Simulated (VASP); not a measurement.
Level of theory: AM05 GGA, VASP's PBE PAW potentials (set 64) (plane waves; VASP).

The input files of a VASP run:

### INCAR
```
LORBIT = 11
LCHARG = .FALSE.
ICHARG = 11   # fixed density
LWAVE = .FALSE.
ISMEAR = 0
NELM = 100   # most electronic steps
SIGMA = 0.05
LASPH = .TRUE.
SYSTEM = CsSnI3
GGA = AM   # AM05
EDIFF = 1E-7
ENCUT = 520   # plane-wave cut-off (eV)
ALGO = Normal   # blocked Davidson
LREAL = .FALSE.   # projection in real space or not
LMAXMIX = 4   # l cut-off of mixed one-centre charges
PREC = Accurate
```

POSCAR:
```
CsSnI3
1
    6.2278833771     0.0000000000     0.0000000000
    0.0000000000     6.2278833771     0.0000000000
    0.0000000000     0.0000000000     6.2278833771
Cs Sn I
1 1 3
Direct
  0.0000000000   0.0000000000   0.0000000000
  0.5000000000   0.5000000000   0.5000000000
  0.5000000000   0.0000000000   0.5000000000
  0.0000000000   0.5000000000   0.5000000000
  0.5000000000   0.5000000000   0.0000000000
```

KPOINTS:
```
k-points along high-symmetry lines
15
Line-mode
Reciprocal
  0.000000   0.000000   0.000000 ! GAMMA
  0.000000   0.500000   0.000000 ! X

  0.000000   0.500000   0.000000 ! X
  0.500000   0.500000   0.000000 ! M

  0.500000   0.500000   0.000000 ! M
  0.000000   0.000000   0.000000 ! GAMMA

  0.000000   0.000000   0.000000 ! GAMMA
  0.500000   0.500000   0.500000 ! R

  0.500000   0.500000   0.500000 ! R
  0.000000   0.500000   0.000000 ! X

  0.500000   0.500000   0.500000 ! R
  0.500000   0.500000   0.000000 ! M
```

POTCAR, in this order: Cs_sv Sn_d I (PBE.64 set). Program: vasp_std. Read from the step before: CHGCAR.

The run wrote:

File OSZICAR:
```
       N       E                     dE             d eps       ncg     rms          rms(c)
DAV:   1     0.356989932828E+03    0.35699E+03   -0.18455E+04  4680   0.153E+03
DAV:   2     0.314854707425E+02   -0.32550E+03   -0.31847E+03  5654   0.307E+02
DAV:   3    -0.114596984988E+02   -0.42945E+02   -0.42251E+02  5702   0.122E+02
DAV:   4    -0.132373357788E+02   -0.17776E+01   -0.17646E+01  5780   0.280E+01
DAV:   5    -0.132934822897E+02   -0.56147E-01   -0.56122E-01  7236   0.495E+00
DAV:   6    -0.132940096460E+02   -0.52736E-03   -0.52731E-03  6048   0.420E-01
DAV:   7    -0.132940270233E+02   -0.17377E-04   -0.17377E-04  7164   0.765E-02
DAV:   8    -0.132940272310E+02   -0.20772E-06   -0.20783E-06  5982   0.768E-03
DAV:   9    -0.132940272362E+02   -0.52059E-08   -0.53941E-08  4440   0.137E-03
   1 F= -.13294027E+02 E0= -.13294027E+02  d E =-.849218E-07
```

OUTCAR:
```
 val. band max:        2.7348311047   @ k =   0.5000   0.5000   0.5000

 cond. band min:       3.0603911899   @ k =   0.5000   0.5000   0.5000



 k-point     1 :       0.0000    0.0000    0.0000
  band No.  band energies     occupation
      1     -19.5785      2.00000
      2     -19.3140      2.00000
      3     -19.3140      2.00000
      4     -19.2972      2.00000
      5     -19.2972      2.00000
      6     -19.2972      2.00000
      7     -10.4723      2.00000
      8      -9.7709      2.00000
      9      -9.7709      2.00000
     10      -6.3325      2.00000
     11      -6.3325      2.00000
     12      -6.3325      2.00000
     13      -3.5236      2.00000
     14      -1.8972      2.00000
     15      -1.8972      2.00000
     16      -1.8972      2.00000
     17       0.4733      2.00000
     18       0.4733      2.00000
     19       0.4733      2.00000
     20       0.6261      2.00000
     21       0.6261      2.00000
     22       0.6261      2.00000
     23       5.0408      0.00000
     24       5.9998      0.00000
     25       6.0001      0.00000
     26       6.2709      0.00000

 k-point     2 :       0.0000    0.0357    0.0000
  band No.  band energies     occupation
      1     -19.5785      2.00000
      2     -19.3140      2.00000
      3     -19.3140      2.00000
      4     -19.2972      2.00000
      5     -19.2972      2.00000
      6     -19.2972      2.00000
      7     -10.4706      2.00000
      8      -9.7729      2.00000
      9      -9.7709      2.00000
     10      -6.3324      2.00000
     11      -6.3324      2.00000
     12      -6.3322      2.00000
     13      -3.5438      2.00000
     14      -1.8959      2.00000
     15      -1.8959      2.00000
     16      -1.8659      2.00000
     17       0.4711      2.00000
     18       0.4711      2.00000
     19       0.4712      2.00000
     20       0.6237      2.00000
     21       0.6237      2.00000
     22       0.6241      2.00000
     23       5.0540      0.00000
...
```

The density is held fixed in this step, so its total energy and stress have no physical meaning. Unless said otherwise, spin-orbit coupling is left out, though it shifts the bands of the heavy elements here.

The compound is CsSnI3 in the cubic perovskite structure, the ideal cubic form; the compound distorts at low or room temperature. It was relaxed first.
